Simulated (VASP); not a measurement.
```
EuMg2P2
1.0
    4.27059     0.00000     0.00000
   -2.13530     3.69844     0.00000
    0.00000     0.00000     7.08472
Eu Mg P
1 2 2
Cartesian
  0.00000   0.00000   0.00000
  0.00000   2.46563   4.47641
  2.13530   1.23281   2.60831
  0.00000   2.46563   1.83919
  2.13530   1.23281   5.24553
```

These are PBEsol GGA, VASP's PBE PAW potentials (set 64) (plane waves; VASP) values and carry that method's errors. Run with 300 eV cut-off, 6×6×3 Γ-centred mesh, Fermi-Dirac smearing of 0.10 eV, potentials Eu Mg P.

At this cut-off the stress carries a Pulay error, which pulls relaxed volumes low. The run has a spin-polarised start.

### Question
Give the force on each atom (eV/Å).

### Answer

| atom | Fx | Fy | Fz |
|---|---|---|---|
| Eu1 | 0.000 | 0.000 | 0.000 |
| Mg2 | 0.000 | 0.000 | 0.089 |
| Mg3 | 0.000 | 0.000 | -0.089 |
| P4 | 0.000 | 0.000 | -0.275 |
| P5 | 0.000 | 0.000 | 0.275 |

### Question
Give the stress tensor in GPa (positive for a compressed cell).

### Answer

```
-2.60   0.00   0.00
 0.00  -2.60   0.00
 0.00   0.00  -3.13
```
The pressure is its mean diagonal, -2.78 GPa.

The structure comes from a computed database's EuMg2P2 entry (P-3m1); how it stands against other phases isn't given here. The cell was not relaxed at this level.
